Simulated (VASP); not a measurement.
Given:

```
CELL_PARAMETERS angstrom
      4.41163     0.00000     0.00000
      0.00000     2.75029     0.00000
      0.00000     0.00000     4.79161
ATOMIC_POSITIONS crystal
  Mo 0.25000 0.00000 0.82933
  Mo 0.75000 0.00000 0.17067
  Ir 0.25000 0.50000 0.32422
  Ir 0.75000 0.50000 0.67578
```

Level of theory: PBEsol GGA, VASP's PBE PAW potentials (set 64) (plane waves; VASP 6.6.1). Settings: 400 eV cut-off, Gaussian smearing of 0.050 eV, potentials Mo_sv Ir.

Task: Give the energies of bands 13 to 26 at the high-symmetry points, in eV from the Fermi level.

Result: 
| band | Γ | X | S | Y | Z | U | R | T |
|---|---|---|---|---|---|---|---|---|
| 13 | -5.64 | -4.70 | -3.82 | -4.39 | -4.38 | -4.32 | -4.54 | -5.33 |
| 14 | -2.77 | -4.70 | -3.82 | -4.37 | -3.86 | -4.32 | -4.54 | -5.18 |
| 15 | -2.55 | -2.75 | -3.67 | -3.90 | -3.30 | -3.38 | -4.45 | -3.35 |
| 16 | -2.42 | -2.75 | -3.67 | -3.63 | -2.72 | -3.38 | -4.45 | -2.96 |
| 17 | -2.32 | -2.49 | -2.85 | -3.38 | -2.30 | -2.39 | -1.13 | -2.13 |
| 18 | -1.76 | -2.49 | -2.85 | -2.62 | -2.29 | -2.39 | -1.13 | -1.84 |
| 19 | -1.62 | -2.00 | -1.93 | -2.27 | -1.86 | -1.72 | 0.27 | -1.58 |
| 20 | -1.41 | -2.00 | -1.93 | -1.32 | -1.71 | -1.72 | 0.27 | -1.27 |
| 21 | -1.23 | -0.94 | -1.36 | -1.14 | -1.29 | -1.71 | 0.57 | -1.09 |
| 22 | -1.12 | -0.94 | -1.36 | -0.97 | -0.89 | -1.71 | 0.57 | -0.52 |
| 23 | -0.84 | 0.56 | 0.00 | -0.15 | -0.85 | -0.96 | 1.25 | 1.86 |
| 24 | -0.28 | 0.56 | 0.00 | 1.29 | -0.77 | -0.96 | 1.25 | 2.22 |
| 25 | 0.97 | 1.64 | 2.00 | 1.90 | -0.61 | 1.29 | 2.06 | 2.31 |
| 26 | 2.25 | 1.64 | 2.00 | 1.97 | 0.76 | 1.29 | 2.06 | 3.38 |

It has no gap at this level: it comes out as a metal or semimetal.

The structure comes from a computed database's MoIr entry (Pmma); how it stands against other phases isn't given here. It was relaxed first.
